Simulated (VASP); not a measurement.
Input of a VASP 6.6.1 run:

INCAR

```
SYSTEM = Al3InN4
PREC     = Accurate       ! precision mode
ENCUT    = 520            ! plane-wave cutoff, eV
EDIFF    = 1E-6           ! SCF threshold, eV
ISMEAR   = 0              ! smearing method
SIGMA    = 0.03           ! smearing width, eV
LREAL    = .False.        ! projectors in reciprocal space
LASPH    = .True.         ! aspherical terms in the spheres
NELM     = 120            ! most SCF steps
ALGO     = Normal         ! electronic algorithm
ISIF     = 3              ! what is computed and relaxed
LWAVE    = .False.        ! write WAVECAR
LCHARG   = .False.        ! write CHGCAR
GGA      = PE             ! functional
IBRION   = 2              ! ionic algorithm
NSW      = 90             ! ionic steps
EDIFFG   = -0.01          ! ionic threshold
KPAR     = 4
```

File KPOINTS:

```
regular mesh
0
Gamma
  8 8 8
  0 0 0
```

Contents of POSCAR:

```
Al3InN4
1.0
   -2.2800000000      2.2800000000      4.5400000000
    2.2800000000     -2.2800000000      4.5400000000
    2.2800000000      2.2800000000     -4.5400000000
Al In N
3 1 4
Direct
    0.5000000000      0.5000000000      0.0000000000
    0.2500000000      0.7500000000      0.5000000000
    0.7500000000      0.2500000000      0.5000000000
    0.0000000000      0.0000000000      0.0000000000
    0.1388805200      0.1388805200      0.5482456100
    0.5906349000      0.5906349000      0.4517543900
    0.4093651000      0.8611194800      0.0000000000
    0.8611194800      0.4093651000      0.0000000000
```

Potentials or basis: VASP PAW PBE potentials, release 64 (Al, In_d, N).

Run with:

```bash
$ cat potpaw_PBE.64/Al/POTCAR potpaw_PBE.64/In_d/POTCAR potpaw_PBE.64/N/POTCAR > POTCAR
$ mpirun -np 4 vasp_std > vasp.out
```

**Question.** Estimate the relaxed cell.

**Answer.** a = 5.558 Å, b = 5.558 Å, c = 5.558 Å, α = 131.45°, β = 131.45°, γ = 71.09°.

**Question.** Predict the band gap on the k mesh.

**Answer.** 2.37 eV, direct.

**Question.** What does it give for the space group after relaxing (to 0.05 Å)?

**Answer.** I-42m (No. 121).

Forces on the atoms (eV/Å):
```
Al   0.000  0.000  0.000
Al   0.000  0.000  0.000
Al   0.000  0.000  0.000
In   0.000  0.000  0.000
N    0.000  0.000  0.003
N    0.000  0.000  0.003
N    0.000  0.000 -0.003
N    0.000  0.000 -0.003
```

Caveat: spin-orbit coupling is left out, which moves the levels of the heavy elements. A hybrid or GW would open this gap; PBE tends to underestimate it.
